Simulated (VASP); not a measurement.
VASP input:

### KPOINTS
```
K-points
0
G
 8 8 8
0 0 0
```

File POSCAR:
```
AlN
1.0
  0.0000000000   2.2338000000   2.2338000000
  2.2338000000   0.0000000000   2.2338000000
  2.2338000000   2.2338000000   0.0000000000
Al N
1 1
Cartesian
  0.0000000000   0.0000000000   0.0000000000
  1.1169000000   1.1169000000   1.1169000000
```

**INCAR**
```
SYSTEM = AlN
PREC = Accurate; ENCUT = 520; LREAL = F
LASPH = T
EDIFF = 1E-6; NELM = 100; ALGO = Normal
ISMEAR = 0; SIGMA = 0.05
GGA = PE
ISIF = 2
LWAVE = F; LCHARG = F
```

POTCAR, in this order: Al N (PBE.64 set). Program: vasp_std.

### Question
Write an equivalent input for Ansatz.

### Answer
One equivalent input (not run):
Ansatz 0.2 input:
```yaml
crystal:
  lattice:
    - [0.0000000, 2.2338000, 2.2338000]
    - [2.2338000, 0.0000000, 2.2338000]
    - [2.2338000, 2.2338000, 0.0000000]
  atoms:
    - { symbol: Al, position: [0.0000000, 0.0000000, 0.0000000] }
    - { symbol: N, position: [0.2500000, 0.2500000, 0.2500000] }
kpoints:
  mp_grid: { grid: [8, 8, 8] }
hamiltonian:
  xc: pbe
  pseudopotentials: { kind: paw }
scf:
  occupations: { method: gaussian, width: 0.05 }
  max_iter: 100
output: { forces: true, stress: true, eigenvalues: true }
```
The two are equivalent in intent, not identical: each code has its own PAW files, so the cut-off isn't converted (ENCUT is set for VASP's; basis.ecutwfc is left out, and Ansatz then takes the one that its files recommend); Ansatz stops its SCF on the density residual and VASP on the energy change (EDIFF).

The compound is AlN in the zinc blende structure, a metastable form; wurtzite is the usual one. The cell was not relaxed at this level.
